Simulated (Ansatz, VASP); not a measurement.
# PtC: VASP beside Ansatz, part 2 of 2

Aim: how closely do two programs agree when they are given the same cell, functional and k mesh? The cell is generated by rule, not measured, and may not be a known phase. The cell is taken from a series of runs on this material, whose earlier steps may have relaxed, scaled, displaced or heated it; both programs get it as it stands.

VASP 6.6.1 and Ansatz 0.2.0.

So far: The structure; VASP: zone-centre phonons, PBEsol.

The structure was built from a prototype and need not be the compound's stable phase.

### 3. Ansatz: zone-centre phonons, PBEsol

Level of this step: Ansatz beside VASP: Kohn-Sham DFT, plane waves, PBEsol (Ansatz).

Ansatz runs on its default PAW (the set named soft_2) files.

The same cell, functional, mesh and smearing now go to Ansatz, which takes its cutoff from its data sets.

Input file input.yaml:

```yaml
crystal:
  lattice:
    - [3.0228116227, -2.9934e-06, 0.0]
    - [-1.511403219, 2.6178331528, 0.0]
    - [0.0, 0.0, 5.7362507132]
  atoms:
    - { symbol: Pt, position: [0.0, 0.0, 0.013555981] }
    - { symbol: Pt, position: [0.0, 0.0, 0.513555981] }
    - { symbol: C, position: [0.3333333333, 0.6666666667, 0.196638993] }
    - { symbol: C, position: [0.6666666667, 0.3333333333, 0.696638993] }
kpoints:
  mp_grid: { grid: [15, 15, 8] }
hamiltonian:
  xc: pbesol
scf:
  occupations: { method: methfessel_paxton, width: 0.15 }
output:
  eigenvalues: true
phonons:
  method: dfpt
```

Run with:

```bash
$ ansatz run input.yaml --threads 4 --pin off --max-ram 7168MiB --backend cpu --events-out ev --progress --plain --runs-dir out
```

Numbers of over 12 decimals in the logs are rounded to 6 here.

Output:

```text
Engine: ansatz 0.2.0, x86_64-unknown-linux-gnu
Pseudopotentials: kind: paw
Pseudopotential: Pt, paw, valence charge 18, recommended cutoff 420 eV (normal), Pt.paw.azcp
Pseudopotential: C, paw, valence charge 4, recommended cutoff 420 eV (normal), C.paw.azcp
Functional definition: PBEsol
  exchange = pbesol_x
  correlation = pbesol_c
Crystal: 4 atoms, lattice volume = 45.392 Å³
Basis set: ecut = 420 eV, 847 PW (Γ), exchange–correlation on 48×48×80 points (8 copies of the dense FFT grid, shifted against one another)
Bands: 27, of which v1, the nominal top of the filled ones, is band 22 counted from 1 (21 counted from 0)
Symmetry: 12 space group operations
k-points: 488 of 1800 (irreducible under 2 space group operations, time reversal used)
Non-local potential: Pt, projectors of the file, l = 0: 3, l = 1: 2, l = 2: 2, l = 3: 1
Non-local potential: C, projectors of the file, l = 0: 2, l = 1: 2, l = 2: 1
PAW form: soft (Blöchl's): semilocal exchange-correlation on the pseudo side does not see the compensation charge
PAW frozen core: Pt, regenerated for the run's functional, and the local potential with it (the file was generated under x = pbe(κ = 0.804, μ = 0.219515), c = pbe(β = 0.066725))
PAW frozen core: C, regenerated for the run's functional, and the local potential with it (the file was generated under x = pbe(κ = 0.804, μ = 0.219515), c = pbe(β = 0.066725))
PAW one-centre angular grid: Pt, 590 points (default); XC on 64 Gauss nodes
PAW one-centre angular grid: C, 110 points (default); XC on 64 Gauss nodes
Initial density: superposition of atomic densities (neutral atoms: chi_scale 0, normalization atom), corrected by the library's trained network
Initial wavefunctions: pseudopotential atomic-orbital guess
Functional: x = pbesol(κ = 0.804, μ = 0.123457), c = pbesol(β = 0.046)
SCF iter   1: F=—  HF=-25256.464361 eV  |F-HF|=—  |Δ(HF+E_count)|=         —  Δρ=1.38e-2  dr2=5.46e-2  ethr=1.77e-3  ⟨swp⟩=5.2  Hψ=50469  notcnv=0
preconditioner: auto → Kerker (q_TF=auto, 2.714 Å⁻¹)  [metal: Δε(μ)=0.057 eV  Ē_g=8.916 eV  σ=0.150 eV  W_gap=0.31  n_scr=22 (ndim 8)  ℏωp=29.2 eV  f_vac=0.000  D(μ)=0.43/eV (n_scr^D=2)]
SCF iter   2: F=—  HF=-25256.453609 eV  |F-HF|=—  |Δ(HF+E_count)|=   1.08e-2  S|Δr|=    0.00e0  Δρ=6.04e-3  dr2=6.72e-3  ethr=1.24e-4  ⟨swp⟩=1.8  Hψ=22162  notcnv=0
SCF iter   3: F=—  HF=-25256.452001 eV  |F-HF|=—  |Δ(HF+E_count)|=   1.61e-3  S|Δr|=    0.00e0  Δρ=2.26e-3  dr2=1.19e-3  ethr=1.53e-5  ⟨swp⟩=2.0  Hψ=19627  notcnv=0
SCF iter   4: F=—  HF=-25256.451742 eV  |F-HF|=—  |Δ(HF+E_count)|=   2.59e-4  S|Δr|=    0.00e0  Δρ=3.29e-4  dr2=4.96e-5  ethr=2.71e-6  ⟨swp⟩=2.1  Hψ=18729  notcnv=0
SCF iter   5: F=—  HF=-25256.451735 eV  |F-HF|=—  |Δ(HF+E_count)|=   6.92e-6  S|Δr|=    0.00e0  Δρ=7.15e-5  dr2=1.66e-6  ethr=1.13e-7  ⟨swp⟩=2.0  Hψ=18847  notcnv=0
SCF iter   6: F=—  HF=-25256.451741 eV  |F-HF|=—  |Δ(HF+E_count)|=   5.49e-6  S|Δr|=    0.00e0  Δρ=1.41e-5  dr2=6.10e-8  ethr=3.78e-9  ⟨swp⟩=2.3  Hψ=20425  notcnv=0
SCF iter   7: F=—  HF=-25256.451741 eV  |F-HF|=—  |Δ(HF+E_count)|=   1.65e-9  S|Δr|=    0.00e0  Δρ=3.08e-6  dr2=3.13e-9  ethr=1.39e-10  ⟨swp⟩=2.0  Hψ=19585  notcnv=0
SCF iter   8: F=—  HF=-25256.451741 eV  |F-HF|=—  |Δ(HF+E_count)|=  5.31e-10  S|Δr|=    0.00e0  Δρ=5.22e-7  dr2=6.78e-11  ethr=7.10e-12  ⟨swp⟩=2.5  Hψ=19684  notcnv=0
SCF iter   9: F=-25256.451741 eV  HF=-25256.451741 eV  |F-HF|=0.00e0  |Δ(HF+E_count)|=  1.82e-11  S|Δr|=    0.00e0  Δρ=9.11e-8  dr2=3.09e-12  ethr=1.00e-12  ⟨swp⟩=7.6  Hψ=59100  notcnv=0
SCF 1 converged in 9 iterations: F = -25256.451741 eV  dr2 = 3.09e-12
  greatest PAW one-centre occupation: 1.000 electrons in one spin orbital (limit 2), on the Pt atom at site 1 (counted from 0), in its partial waves of l = 0
DFPT response loops at Γ: preconditioner auto → Kerker (q_TF=auto, 2.714 Å⁻¹) (partly filled bands, converged f_vac=0.000); β = 1.00, the filter's whole step (`scf.mixing.beta` (0.50) is not read by the response loops under this deck's `scf.mixing.preconditioner`; to damp them name `kerker` or `kerker_dos`, under which they read `scf.mixing.beta`, and type it under 1.00, their step now; both keys bind the ground state too); Broyden in place of MSR1
SCF converged after 9 iterations
Stability not checked: this state was not tested for a lower state beside it, because cold or Methfessel-Paxton smearing, or corrected tetrahedra, fill the levels in a way that the test cannot read (fill_not_monotonic; see scf.lower_state_search)
Free energy (F): -25256.451741 eV
Harris-Foulkes:  -25256.451741 eV  (|F-HF|=0.00e0)
Internal energy: -25256.453826 eV  (E = F + TS)
E sigma→0 (E₀):  -25256.452262 eV
Entropy (-TS):   0.002085 eV (0.521 meV/atom)
Fermi energy:    19.126970 eV
--- Per-component energies (eV) ---
  E_band       = -360.061430
  E_kinetic    = 1446.979765
  E_local      = -3652.610940  (includes V_loc(G=0)·N_el)
  E_nonlocal   = 458.652853
  E_hartree    = 1351.606854
  E_xc         = -614.789389
  E_vxc        = -721.813600  (∫ρ·V_xc dr)
  E_paw        = -18822.087394  (= ΣΔE_a)
  E_vpaw       = -594.483657  (= ΣTr[D̂ρ^β])
  E_aug_tail   = 0.000378  (compensation charges beyond the density's cutoff)
  E_ewald      = -5424.822116
  E_core_change = 0.616163  (= ΣΔE_core)
  E_smearing   = 0.002085  (= −TS)
  E_closure    = 0.000000  (closes the sum)
  Σ components = -25256.451741   (vs F -25256.451741, Δ=0.00e0)
--- Band table (eV; the first three rows and the last of 488) ---
  k-point 0: bands = [... 18 lower, 16.4107, 16.4107, 18.7015, 19.4279, 20.9377, 20.9377, 23.7454, 24.1258, ... 1 higher]
  k-point 1: bands = [... 18 lower, 16.3358, 16.3358, 18.5875, 19.2136, 21.0759, 21.0759, 24.0075, 24.0075, ... 1 higher]
  k-point 2: bands = [... 18 lower, 16.1401, 16.1401, 18.3255, 18.7423, 21.4528, 21.4528, 23.6738, 23.6738, ... 1 higher]
  k-point 487: bands = [... 18 lower, 15.9992, 17.1976, 17.6541, 18.2321, 19.6094, 21.3792, 21.9760, 22.7994, ... 1 higher]
--- Phonons (Γ-DFPT): 4 representative perturbations + reference, on 488 of 1800 k-points (Σ response iterations 14) ---
  k mesh reduced under 2 symmetry operations, with k and −k counted as one. Each operation leaves every solved perturbation unchanged. A smaller set is not used because it would not reduce the number of displacements times k-points to solve
  ASR residual: 3.903e-5 → 0.000e0 eV/Å²; symmetrization residual: 1.788e-4 eV/Å²
  ASR residual per site (eV/Å²): 3.90e-5 3.90e-5 1.93e-5 1.93e-5
  Γ frequencies (cm⁻¹): -38.56 -38.56 0.00 0.00 0.00 173.52 530.21 530.21 547.88 578.13 578.13 606.70
  non-analytic LO–TO correction: not included (Born effective charges unavailable; polar crystals: no LO–TO splitting at Γ)
```

In the SCF lines HF is the Harris–Foulkes energy and dr2 the Hartree energy of the density residual, in eV; the loop may stop once dr2 is under the threshold and the program's other checks hold. Hψ counts applications of the Hamiltonian.

### 4. Side by side

Known differences besides the potentials themselves: the data sets hold 44 valence electrons in Ansatz (on its default PAW (the set named soft_2) files) and 28 in VASP; the cutoff is 420 eV in Ansatz and 600 eV in VASP; Ansatz makes its cores anew for this functional, VASP keeps those of its PBE data sets. Total energies have different zeros and are not compared.

The two programs side by side:

| quantity | Ansatz | VASP | difference |
| --- | --- | --- | --- |
| optical mode 1 to 2 (imaginary, printed as negative) (cm⁻¹) | -38.6 | -38.8 | +0.3 |
| optical mode 3 (cm⁻¹) | 173.5 | 173.0 | +0.31 % |
| optical mode 4 to 5 (cm⁻¹) | 530.2 | 535.6 | -1.01 % |
| optical mode 6 (cm⁻¹) | 547.9 | 552.1 | -0.77 % |
| optical mode 7 to 8 (cm⁻¹) | 578.1 | 583.6 | -0.93 % |
| optical mode 9 (cm⁻¹) | 606.7 | 609.8 | -0.51 % |

Modes are paired by rising frequency, not by their patterns, so a pair may set unlike modes beside each other; they are those without the splitting of longitudinal modes.

### 5. What came out

| Item | Value |
| --- | --- |
| r.m.s. difference of the optical zone-centre modes, each program's sorted by frequency (zone-centre phonons, PBEsol) | 4.0 cm⁻¹ |
| difference in optical mode 4 to 5 (zone-centre phonons, PBEsol) | -1.0 % |

The r.m.s. difference of the optical zone-centre modes, each program's sorted by frequency is 4.0 cm⁻¹ (zone-centre phonons, PBEsol). The data sets hold unlike numbers of valence electrons (44 in Ansatz and 28 in VASP), so part of the differences comes from the potentials. Among the rows given in per cent, the largest difference of the zone-centre phonons, PBEsol pair is in optical mode 4 to 5, -1.0 %. How closely two codes agree says nothing of how well the functional describes the real material.

[Lines on the potential files, build, host, timing and source positions are cut from VASP's logs without a mark.]

[Logs are printed without paths, hosts, clocks, repeated set-up lines and the standing remarks that a program may print on its own settings, such as how far it seeks lower states.]

[Hosts, paths, dates, database ids (printed as entryN), source tags and the programs' standing remarks are cut or masked in the printed files.]
